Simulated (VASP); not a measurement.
Computed with PBE GGA with D3 dispersion (Becke-Johnson damping), VASP's PBE PAW potentials (set 64) (plane waves; VASP).

The input files of a VASP run:

### KPOINTS
```
Automatic mesh
0
Gamma
8 8 1
0 0 0
```

**INCAR**
```
ALGO = Fast
EDIFF = 1E-5
EDIFFG = -0.03
ENCUT = 400
GGA = PE
IBRION = 2
ISIF = 2
ISMEAR = 0
IVDW = 12
LASPH = T
LCHARG = F
LMAXMIX = 4
LREAL = F
LWAVE = F
NELM = 100
NELMIN = 4
NSW = 20
PREC = Normal
SIGMA = 0.05
SYSTEM = Bi2Te3
```

POSCAR:
```
Bi2Te3
1
    4.3834701816    -0.0000000000     0.0000000000
   -2.1917350909     3.7961962648     0.0000000000
    0.0000000000     0.0000000000    30.3835729108
Bi Te
6 9
Direct
  0.3333330000   0.6666670000   0.2666670000
  0.3333330000   0.6666670000   0.0666670000
  0.0000000000   0.0000000000   0.6000000000
  0.0000000000   0.0000000000   0.4000000000
  0.6666670000   0.3333330000   0.9333330000
  0.6666670000   0.3333330000   0.7333330000
  0.0000000000   0.0000000000   0.0000000000
  0.6666670000   0.3333330000   0.1233330000
  0.0000000000   0.0000000000   0.2100000000
  0.6666670000   0.3333330000   0.3333330000
  0.3333330000   0.6666670000   0.4566670000
  0.6666670000   0.3333330000   0.5433330000
  0.3333330000   0.6666670000   0.6666670000
  0.0000000000   0.0000000000   0.7900000000
  0.3333330000   0.6666670000   0.8766670000
```

POTCAR, in this order: Bi_d Te (PBE.64 set). Program: vasp_std.

Output of the run:

OUTCAR:
```
 ion  position               nearest neighbor table
   1  0.333  0.667  0.267-   9 3.06   9 3.06   9 3.06  10 3.24  10 3.24  10 3.24
   2  0.333  0.667  0.067-   8 3.06   8 3.06   8 3.06   7 3.24   7 3.24   7 3.24
   3  0.000  0.000  0.600-  12 3.06  12 3.06  12 3.06  13 3.24  13 3.24  13 3.24
   4  0.000  0.000  0.400-  11 3.06  11 3.06  11 3.06  10 3.24  10 3.24  10 3.24
   5  0.667  0.333  0.933-  15 3.06  15 3.06  15 3.06   7 3.24   7 3.24   7 3.24
   6  0.667  0.333  0.733-  14 3.06  14 3.06  14 3.06  13 3.24  13 3.24  13 3.24
   7  0.000  0.000  0.000-   2 3.24   5 3.24   2 3.24   5 3.24   5 3.24   2 3.24
   8  0.667  0.333  0.123-   2 3.06   2 3.06   2 3.06   9 3.65   9 3.65   9 3.65
   9  0.000  0.000  0.210-   1 3.06   1 3.06   1 3.06   8 3.65   8 3.65   8 3.65
  10  0.667  0.333  0.333-   1 3.24   1 3.24   1 3.24   4 3.24   4 3.24   4 3.24
  11  0.333  0.667  0.457-   4 3.06   4 3.06   4 3.06  12 3.65  12 3.65  12 3.65
  12  0.667  0.333  0.543-   3 3.06   3 3.06   3 3.06  11 3.65  11 3.65  11 3.65
  13  0.333  0.667  0.667-   6 3.24   6 3.24   6 3.24   3 3.24   3 3.24   3 3.24
  14  0.000  0.000  0.790-   6 3.06   6 3.06   6 3.06  15 3.65  15 3.65  15 3.65
  15  0.333  0.667  0.877-   5 3.06   5 3.06   5 3.06  14 3.65  14 3.65  14 3.65
  LATTYP: Found a hexagonal cell.
 ALAT       =     4.3834701816
 C/A-ratio  =     6.9313971926
 Subroutine PRICEL returns following result:
  LATTYP: Found a trigonal (rhomboedric) cell.
 ALAT       =    10.4392642273
 COS(alpha) =     0.9118410664
 Subroutine GETGRP returns: Found 12 space group operations
The static configuration has the point symmetry D_3d.
The dynamic configuration has the point symmetry D_3d.
 Subroutine INISYM returns: Found 12 space group operations
 Subroutine IBZKPT returns following result:
 Found     10 irreducible k-points:

 Following reciprocal coordinates:
            Coordinates               Weight
  0.000000  0.000000  0.000000      1.000000
  0.125000 -0.000000  0.000000      6.000000
  0.250000 -0.000000  0.000000      6.000000
  0.375000 -0.000000  0.000000      6.000000
  0.500000 -0.000000  0.000000      3.000000
  0.125000  0.125000  0.000000      6.000000
  0.250000  0.125000  0.000000     12.000000
  0.375000  0.125000  0.000000     12.000000
  0.250000  0.250000  0.000000      6.000000
  0.375000  0.250000  0.000000      6.000000
   k-points           NKPTS =     10   k-points in BZ     NKDIM =     10   number of bands    NBANDS=     86
   number of dos      NEDOS =    301   number of ions     NIONS =     15
   total plane-waves  NPLWV =  86400
   dimension x,y,z NGX =    24 NGY =   24 NGZ =  150
   dimension x,y,z NGXF=    48 NGYF=   48 NGZF=  300
   ions per type =               6   9
   PREC   = normal    normal or accurate (medium, high low for compatibility)
   ISTART =      0    job   : 0-new  1-cont  2-samecut
   ICHARG =      2    charge: 1-file 2-atom 10-const
   ISPIN  =      1    spin polarized calculation?
   LNONCOLLINEAR =      F non collinear calculations
   LSORBIT =      F    spin-orbit coupling
   INIWAV =      1    electr: 0-lowe 1-rand  2-diag
   ENCUT  =  400.0 eV  29.40 Ry    5.42 a.u.   7.15  7.15 49.55*2*pi/ulx,y,z
   NELM   =    100;   NELMIN=  4; NELMDL= -5     # of ELM steps
   EDIFF  = 0.1E-04   stopping-criterion for ELM
   LREAL  =      F    real-space projection
   NLSPLINE    = F    spline interpolate recip. space projectors
   LMAXMIX     =    4 max onsite mixed and CHGCAR
   VOSKOWN=      0    Vosko Wilk Nusair interpolation
   EDIFFG = -.3E-01   stopping-criterion for IOM
   NSW    =     20    number of steps for IOM
   NBLOCK =      1;   KBLOCK =     20    inner block; outer block
   IBRION =      2    ionic relax: 0-MD 1-quasi-New 2-CG
   NFREE  =      1    steps in history (QN), initial steepest desc. (CG)
   ISIF   =      2    stress and relaxation
   ISYM   =      2    0-nonsym 1-usesym 2-fastsym
   TEIN   =    0.0    initial temperature
   TEBEG  =    0.0;   TEEND  =   0.0 temperature during run
   SMASS  =  -3.00    Nose mass-parameter (am)
   PSTRESS=    0.0 pullay stress
   NELECT =     144.0000    total number of electrons
   EFERMI =   0.00;   METHOD = LEGACY
...
```

### OSZICAR
```
       N       E                     dE             d eps       ncg     rms          rms(c)
DAV:   1     0.133496790093E+04    0.13350E+04   -0.56290E+04  1736   0.136E+03
DAV:   2     0.112459137108E+03   -0.12225E+04   -0.11846E+04  1860   0.382E+02
DAV:   3    -0.466076520570E+02   -0.15907E+03   -0.15332E+03  2056   0.162E+02
DAV:   4    -0.552514201071E+02   -0.86438E+01   -0.85068E+01  1978   0.391E+01
DAV:   5    -0.557619411160E+02   -0.51052E+00   -0.50934E+00  2464   0.889E+00    0.134E+01
RMM:   6    -0.549373583193E+02    0.82458E+00   -0.18432E+00  1807   0.355E+00    0.837E+00
RMM:   7    -0.550194085401E+02   -0.82050E-01   -0.12882E+00  1804   0.230E+00    0.128E+00
RMM:   8    -0.549724046024E+02    0.47004E-01   -0.12690E-01  1905   0.176E+00    0.651E-01
RMM:   9    -0.549728213931E+02   -0.41679E-03   -0.54504E-02  2199   0.740E-01    0.210E-01
RMM:  10    -0.549728847675E+02   -0.63374E-04   -0.12109E-02  2097   0.414E-01    0.968E-02
RMM:  11    -0.549730440072E+02   -0.15924E-03   -0.30827E-03  2324   0.187E-01    0.428E-02
RMM:  12    -0.549730717311E+02   -0.27724E-04   -0.53789E-04  2165   0.724E-02    0.351E-02
RMM:  13    -0.549730699035E+02    0.18276E-05   -0.97089E-05  1631   0.322E-02
   1 F= -.61720996E+02 E0= -.61720996E+02  d E =-.617210E+02
       N       E                     dE             d eps       ncg     rms          rms(c)
DAV:   1    -0.549744364042E+02   -0.13647E-02   -0.43977E-01  2000   0.194E+00    0.122E-01
RMM:   2    -0.549752924193E+02   -0.85602E-03   -0.10451E-02  1885   0.459E-01    0.469E-02
RMM:   3    -0.549756249087E+02   -0.33249E-03   -0.35459E-03  2431   0.259E-01    0.404E-02
RMM:   4    -0.549756387332E+02   -0.13824E-04   -0.24797E-04  2136   0.621E-02    0.272E-02
RMM:   5    -0.549756370802E+02    0.16530E-05   -0.61976E-05  1431   0.288E-02
   2 F= -.61723698E+02 E0= -.61723698E+02  d E =-.270226E-02
       N       E                     dE             d eps       ncg     rms          rms(c)
DAV:   1    -0.549757609730E+02   -0.12224E-03   -0.17788E-01  1842   0.123E+00    0.847E-02
RMM:   2    -0.549760950989E+02   -0.33413E-03   -0.41750E-03  1884   0.286E-01    0.295E-02
RMM:   3    -0.549762199549E+02   -0.12486E-03   -0.13255E-03  2406   0.157E-01    0.230E-02
RMM:   4    -0.549762253511E+02   -0.53962E-05   -0.10064E-04  2033   0.401E-02    0.144E-02
RMM:   5    -0.549762237866E+02    0.15645E-05   -0.20392E-05  1048   0.197E-02
   3 F= -.61724368E+02 E0= -.61724367E+02  d E =-.337133E-02
```

File OUTCAR:
```
------------------------ aborting loop because EDIFF is reached ----------------------------------------
 Edisp (eV)   -6.74814
  FORCE on cell =-STRESS in cart. coord.  units (eV):
  Direction    XX          YY          ZZ          XY          YZ          ZX
  --------------------------------------------------------------------------------------
  Total      -0.00181    -0.00181    -0.16591     0.00000     0.00000     0.00000
  in kB      -0.00575    -0.00575    -0.52574     0.00000     0.00000     0.00000
  external pressure =       -0.18 kB  Pullay stress =        0.00 kB
  volume of cell :      505.60
      direct lattice vectors                 reciprocal lattice vectors
     4.383470182  0.000000000  0.000000000     0.228129760  0.131710788  0.000000000
    -2.191735091  3.796196265  0.000000000     0.000000000  0.263421575  0.000000000
     0.000000000  0.000000000 30.383572911     0.000000000  0.000000000  0.032912522
 POSITION                                       TOTAL-FORCE (eV/Angst)
 -----------------------------------------------------------------------------------
     -0.00000      2.53080      8.10720         0.000000     -0.000000     -0.023471
     -0.00000      2.53080      2.02068        -0.000000      0.000000      0.023471
      0.00000      0.00000     18.23505         0.000000     -0.000000     -0.023471
     -0.00000      0.00000     12.14853        -0.000000      0.000000      0.023471
      2.19174      1.26540     28.36290         0.000000     -0.000000     -0.023471
      2.19174      1.26540     22.27637        -0.000000      0.000000      0.023471
      0.00000      0.00000      0.00000        -0.000000      0.000000     -0.000000
      2.19174      1.26540      3.75477        -0.000000     -0.000000      0.026269
      0.00000      0.00000      6.37308         0.000000      0.000000     -0.026269
      2.19174      1.26540     10.12785        -0.000000      0.000000     -0.000000
     -0.00000      2.53080     13.88264        -0.000000     -0.000000      0.026269
      2.19174      1.26540     16.50093         0.000000      0.000000     -0.026269
     -0.00000      2.53080     20.25573        -0.000000      0.000000     -0.000000
      0.00000      0.00000     24.01049        -0.000000     -0.000000      0.026269
     -0.00000      2.53080     26.62881         0.000000      0.000000     -0.026269
 -----------------------------------------------------------------------------------
    total drift:                                0.000000      0.000000      0.000000
  FREE ENERGIE OF THE ION-ELECTRON SYSTEM (eV)
  ---------------------------------------------------
  free  energy   TOTEN  =       -61.7243675056 eV

  energy  without entropy=      -61.7243668127  energy(sigma->0) =      -61.72436716

 reached required accuracy - stopping structural energy minimisation
```
(Selected blocks of OUTCAR.)

**CONTCAR**
```
Bi2Te3
   1.00000000000000
     4.3834701815999999    0.0000000000000000    0.0000000000000000
    -2.1917350909000000    3.7961962647999998    0.0000000000000000
     0.0000000000000000    0.0000000000000000   30.3835729108000017
  Bi              Te
     6     9
Direct
     0.3333330000000032    0.6666669999999968    0.2668283952986335
     0.3333330000000032    0.6666669999999968    0.0665056047013672
     0.0000000000000000    0.0000000000000000    0.6001613952986368
     0.0000000000000000    0.0000000000000000    0.3998386047013633
     0.6666669999999968    0.3333330000000032    0.9334943952986329
     0.6666669999999968    0.3333330000000032    0.7331716047013664
     0.0000000000000000    0.0000000000000000    0.0000000000000000
     0.6666669999999968    0.3333330000000032    0.1235788027529011
     0.0000000000000000    0.0000000000000000    0.2097541972471021
     0.6666669999999968    0.3333330000000032    0.3333330000000032
     0.3333330000000032    0.6666669999999968    0.4569128027529018
     0.6666669999999968    0.3333330000000032    0.5430871972470982
     0.3333330000000032    0.6666669999999968    0.6666669999999968
     0.0000000000000000    0.0000000000000000    0.7902458027528979
     0.3333330000000032    0.6666669999999968    0.8764211972470989
```

The compound is Bi2Te3 in the tetradymite structure. This run relaxes the ions in a fixed cell. Symmetry was kept, so distortions that lower it aren't found.
